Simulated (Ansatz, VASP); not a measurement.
# TaN: VASP beside Ansatz, part 2 of 2

Wanted: the spread between two codes on one cell, functional and k mesh. Of the first pair: The cell is taken from a series of runs on this material, whose earlier steps may have relaxed, scaled, displaced or heated it; both programs get it as it stands.

VASP 6.6.1 and Ansatz 0.2.0.

So far: Starting point; Ansatz: relaxation of cell and atoms, PBEsol; VASP: relaxation of cell and atoms, PBEsol; Comparison.

## Step 5: Ansatz: relaxation, PBEsol

Level of this step: Ansatz beside VASP: Kohn-Sham DFT, plane waves, PBEsol (Ansatz).

This run makes the geometry at which the two programs are then compared.

The structure compared here is the end of the Ansatz relaxation.

input.yaml reads:

```yaml
crystal:
  lattice:
    - [2.8068781146, 0.0, 0.0]
    - [-1.4034390573, 2.4308277526, 0.0]
    - [0.0, 0.0, 2.9057164413]
  atoms:
    - { symbol: "N", position: [0.6666666667, 0.3333333333, 0.0] }
    - { symbol: Ta, position: [0.0, 0.0, 0.5] }
kpoints:
  mp_grid: { grid: [18, 18, 16] }
hamiltonian:
  xc: pbesol
  pseudopotentials: { kind: paw, azcp: { folder: soft_1 }, xc_functional: pbe }
scf:
  occupations: { method: methfessel_paxton, width: 0.2 }
output:
  forces: true
  stress: true
  eigenvalues: true
relax:
  adjacent_minimum: "off"
  f_tol: 0.001
  max_steps: 60
  cell: { stress_tol: 0.01, fix: [a, b, gamma] }
```

Command:

```bash
$ ansatz run input.yaml --threads 4 --pin off --max-ram 10240MiB --backend cpu --events-out ev --progress --plain --runs-dir out
```

Numbers of over 12 decimals in the logs are rounded to 6 here.

Output:

```text
[...]
Crystal: 2 atoms, lattice volume = 19.826 Å³
Basis set: ecut = 420 eV, 393 PW (Γ), exchange–correlation on 40×40×40 points (8 copies of the dense FFT grid, shifted against one another)
Bands: 13, of which v1, the nominal top of the filled ones, is band 9 counted from 1 (8 counted from 0)
Symmetry: 12 space group operations
[...]
k-points: 333 of 5184 (time reversal used)
[...]
k-point 332: bands = [... 5 lower, 13.0010, 15.1246, 17.7547, 21.3174, 27.1246, 27.3125, 28.8298, 29.8739]
--- Relaxed structure (5 steps of the walk, 5 accepted, 2 SCFs on fresh bases) ---
[...]
cell:  # Å, volume = 19.9155 Å³
    - [2.806878, 0, 0.0]
    - [-1.403439, 2.430828, 0.0]
    - [0.0, 0.0, 2.918857]
  atoms:
    - { symbol: N, position: [0.666667, 0.333333, 0.0] }
    - { symbol: Ta, position: [-3.700743415524894e-17, 0, 0.5] }
[key lines of the parts left out:]
SCF converged after 4 iterations
Free energy (F): -10188.367127 eV
Fermi energy:    21.697706 eV
P = ⅓ Tr σ = 25.9066 GPa (259.066 kbar)
```

## Step 6: VASP: single point, PBEsol, pair 2

The same cell, functional, mesh and smearing now go to VASP, with its own data sets.

INCAR reads:

```
SYSTEM = TaN
PREC = Accurate
ENCUT = 600
EDIFF = 1E-06
NELM = 120
ISMEAR = 1
SIGMA = 0.2
LREAL = .FALSE.
ALGO = Normal
GGA = PS
NBANDS = 14
LASPH = .TRUE.
LORBIT = 11
LWAVE = .FALSE.
LCHARG = .FALSE.
ISIF = 2
GGA_COMPAT = .FALSE.
KPAR = 2
```

POSCAR reads:

```
TaN
1.0
    2.8068781146      0.0000000000      0.0000000000
   -1.4034390573      2.4308277526      0.0000000000
    0.0000000000      0.0000000000      2.9188570892
N Ta
1 1
Direct
    0.6666666667      0.3333333333      0.0000000000
    0.0000000000      0.0000000000      0.5000000000
```

KPOINTS reads:

```
Automatic mesh
0
Gamma
18 18 16
0 0 0
```

The projector-augmented-wave data sets are N and Ta_pv (PBE family, release 64).

Command:

```bash
$ mpirun -np 2 vasp_std
```

Output:

```text
[banner, memory and clock lines left out]
running    2 mpi-ranks, on    1 nodes
[...]
[... a notice as in an earlier step ...]

 LDA part: xc-table for (Slater+PW92), standard interpolation
 POSCAR, INCAR and KPOINTS ok, starting setup
[...]
entering main loop
       N       E                     dE             d eps       ncg     rms          rms(c)
DAV:   1     0.103346397821E+03    0.10335E+03   -0.98146E+03  9324   0.135E+03
DAV:   2    -0.223774369164E+02   -0.12572E+03   -0.11891E+03 11238   0.351E+02
DAV:   3    -0.258747779490E+02   -0.34973E+01   -0.34761E+01 10878   0.580E+01
DAV:   4    -0.258918054987E+02   -0.17028E-01   -0.17025E-01 11130   0.424E+00
[...]
DAV:  10    -0.236059133591E+02    0.73914E-04   -0.59110E-04 12780   0.301E-01    0.114E-01
DAV:  11    -0.236058841669E+02    0.29192E-04   -0.43326E-05 10236   0.764E-02    0.105E-02
DAV:  12    -0.236058837407E+02    0.42623E-06   -0.36908E-06 12162   0.197E-02
   1 F= -.23605884E+02 E0= -.23605922E+02  d E =0.113309E-03
```

OUTCAR, selected parts (step 6):

```text
  Total        4.9636920      4.9636920      0.1618534      0.0000000      0.0000000      0.0000000
  in kB      399.3234686    399.3234686     13.0209257      0.0000000      0.0000000      0.0000000
  external PRESSURE =     270.5559543 kB  Pullay stress =       0.0000000 kB

 POSITION                                       TOTAL-FORCE (eV/Angst)
 -----------------------------------------------------------------------------------
      1.40344      0.81028      0.00000        -0.000000      0.000000      0.000000
      0.00000      0.00000      1.45943         0.000000      0.000000      0.000000
 -----------------------------------------------------------------------------------
    total drift:                               -0.000000      0.000000      0.000000

  FREE ENERGIE OF THE ION-ELECTRON SYSTEM (eV)
  ---------------------------------------------------
  free  energy   TOTEN  =       -23.6058837407 eV

  energy  without entropy=      -23.6059970499  energy(sigma->0) =      -23.60592151

[... 1 part as in an earlier step ...]

[... 2 further parts left out ...]
[key lines of the parts left out:]
E-fermi :   8.8570
```

The run ends at a pressure of 27.06 GPa.

## Step 7: Side by side

What differs besides the data sets and the points named for the pairs above, as far as they apply: the data sets hold 18 valence electrons in Ansatz (on its PAW soft_1 files) and 16 in VASP; Ansatz's pressure holds a Pulay correction, VASP's none. Total energies have different zeros and are not compared.

Compared:

```
      quantity  Ansatz   VASP  difference
pressure (GPa)   25.91  27.06       -1.15
```

## Step 8: Ansatz: relaxation, PBEsol

This run makes the geometry at which the two programs are then compared. The cell compared in this pair holds 20.24 Å³, against 19.92 Å³ for the pair before.

The structure compared here is the end of the Ansatz relaxation.

Changes to input.yaml since step 5:

```diff
@@ -2,5 +2,5 @@
   lattice:
-    - [2.8068781146, 0.0, 0.0]
-    - [-1.4034390573, 2.4308277526, 0.0]
-    - [0.0, 0.0, 2.9057164413]
+    - [2.8361164283, 0.0, 0.0]
+    - [-1.4180582141, 2.456148875, 0.0]
+    - [0.0, 0.0, 2.8933099318]
   atoms:
```

Command:

```bash
$ ansatz run input.yaml --threads 4 --pin off --max-ram 10240MiB --backend cpu --events-out ev --progress --plain --runs-dir out
```

Output:

```text
[...]
Crystal: 2 atoms, lattice volume = 20.155 Å³
Basis set: ecut = 420 eV, 405 PW (Γ), exchange–correlation on 40×40×40 points (8 copies of the dense FFT grid, shifted against one another)
Bands: 13, of which v1, the nominal top of the filled ones, is band 9 counted from 1 (8 counted from 0)
Symmetry: 12 space group operations
[...]
k-points: 333 of 5184 (time reversal used)
[...]
k-point 332: bands = [... 5 lower, 12.7167, 14.7415, 17.4030, 20.9610, 26.5653, 26.8558, 28.4292, 29.4148]
--- Relaxed structure (5 steps of the walk, 5 accepted, 2 SCFs on fresh bases) ---
[...]
cell:  # Å, volume = 20.2410 Å³
    - [2.836116, -2.8867484327676786e-11, 0.0]
    - [-1.418058, 2.456149, 0.0]
    - [0.0, 0.0, 2.905716]
  atoms:
    - { symbol: N, position: [0.666667, 0.333333, 0.0] }
    - { symbol: Ta, position: [-3.700743415524894e-17, 0, 0.5] }
[key lines of the parts left out:]
SCF converged after 4 iterations
Free energy (F): -10188.453837 eV
Fermi energy:    21.322305 eV
P = ⅓ Tr σ = 18.6987 GPa (186.987 kbar)
```

## Step 9: VASP: single point, PBEsol, pair 3

The same cell, functional, mesh and smearing now go to VASP, with its own data sets.

INCAR is that of step 6.

POSCAR reads:

```
TaN
1.0
    2.8361164283      0.0000000000      0.0000000000
   -1.4180582141      2.4561488750      0.0000000000
    0.0000000000      0.0000000000      2.9057164413
N Ta
1 1
Direct
    0.6666666667      0.3333333333      0.0000000000
    0.0000000000      0.0000000000      0.5000000000
```

KPOINTS is that of step 6.

Command:

```bash
$ mpirun -np 2 vasp_std
```

Output:

```text
[... set-up lines as in an earlier step ...]
 entering main loop
       N       E                     dE             d eps       ncg     rms          rms(c)
DAV:   1     0.103515710791E+03    0.10352E+03   -0.97712E+03  9324   0.135E+03
DAV:   2    -0.224635793260E+02   -0.12598E+03   -0.11941E+03 11142   0.351E+02
DAV:   3    -0.259728850671E+02   -0.35093E+01   -0.34861E+01 10986   0.577E+01
DAV:   4    -0.259904012494E+02   -0.17516E-01   -0.17514E-01 10992   0.428E+00
[...]
DAV:  10    -0.236950841451E+02    0.81540E-04   -0.56805E-04 12816   0.295E-01    0.124E-01
DAV:  11    -0.236950539495E+02    0.30196E-04   -0.46774E-05 10212   0.760E-02    0.108E-02
DAV:  12    -0.236950537022E+02    0.24723E-06   -0.35554E-06 12138   0.190E-02
   1 F= -.23695054E+02 E0= -.23695129E+02  d E =0.224999E-03
```

OUTCAR, selected parts (step 9):

```text
  Total        3.6651329      3.6651329      0.1526607      0.0000000      0.0000000      0.0000000
  in kB      290.1137665    290.1137665     12.0838624      0.0000000      0.0000000      0.0000000
  external PRESSURE =     197.4371318 kB  Pullay stress =       0.0000000 kB

 POSITION                                       TOTAL-FORCE (eV/Angst)
 -----------------------------------------------------------------------------------
      1.41806      0.81872      0.00000         0.000000     -0.000000      0.000000
      0.00000      0.00000      1.45286        -0.000000      0.000000      0.000000
 -----------------------------------------------------------------------------------
    total drift:                               -0.000000      0.000000      0.000000

  FREE ENERGIE OF THE ION-ELECTRON SYSTEM (eV)
  ---------------------------------------------------
  free  energy   TOTEN  =       -23.6950537022 eV

  energy  without entropy=      -23.6952787011  energy(sigma->0) =      -23.69512870

[... 1 part as in an earlier step ...]

[... 2 further parts left out ...]
[key lines of the parts left out:]
E-fermi :   8.6848
```

The run ends at a pressure of 19.74 GPa.

## Step 10: Differences

What differs besides the data sets and the points named for the pairs above, as far as they apply: the data sets hold 18 valence electrons in Ansatz (on its PAW soft_1 files) and 16 in VASP. Total energies have different zeros and are not compared.

The two programs side by side:

```
      quantity  Ansatz   VASP  difference
pressure (GPa)   18.70  19.74       -1.05
```

## Step 11: What came out

| Item | Value |
| --- | --- |
| difference in volume (relaxation of cell and atoms, PBEsol) | -0.21 % |
| difference in pressure (single point, PBEsol, pair 2) | -1.1 GPa |
| difference in pressure (single point, PBEsol, pair 3) | -1.0 GPa |

In words: The difference in pressure is -1.1 GPa (single point, PBEsol, pair 2), beyond the 1 GPa picked in this series as the mark of a large difference. The data sets hold unlike numbers of valence electrons (18 in Ansatz and 16 in VASP), so part of the differences comes from the potentials. What causes the difference of the single point, PBEsol, pair 3 pair stays open here. 5 further runs of this series are not shown here. How closely two codes agree says nothing of how well the functional describes the real material.

[Lines on the potential files, build, host, timing and source positions are cut from VASP's logs without a mark.]

[Logs are printed without paths, hosts, clocks, repeated set-up lines and the standing remarks that a program may print on its own settings, such as how far it seeks lower states.]

[Hosts, paths, dates, database ids (printed as entryN), source tags and the programs' standing remarks are cut or masked in the printed files.]
